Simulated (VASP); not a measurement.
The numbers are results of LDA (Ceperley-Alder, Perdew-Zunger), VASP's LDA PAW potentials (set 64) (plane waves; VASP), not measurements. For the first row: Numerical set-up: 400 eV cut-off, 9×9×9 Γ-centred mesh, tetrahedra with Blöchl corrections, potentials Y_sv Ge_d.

| system | energy (eV/atom) |
|---|---|
| YGe (space group Cmcm) | -7.0679 |
| Y (hcp) | -6.9461 |
| Ge (diamond) | -5.1927 |

The references are the elements' solids at the same level; no temperature or zero-point terms are added.

### Question
What is the formation energy per atom of YGe?

### Answer
The references average (2×(-6.9461) + 2×(-5.1927))/4 = -6.0694 eV, so the formation energy is -7.0679 − (-6.0694) = -0.998 eV/atom.
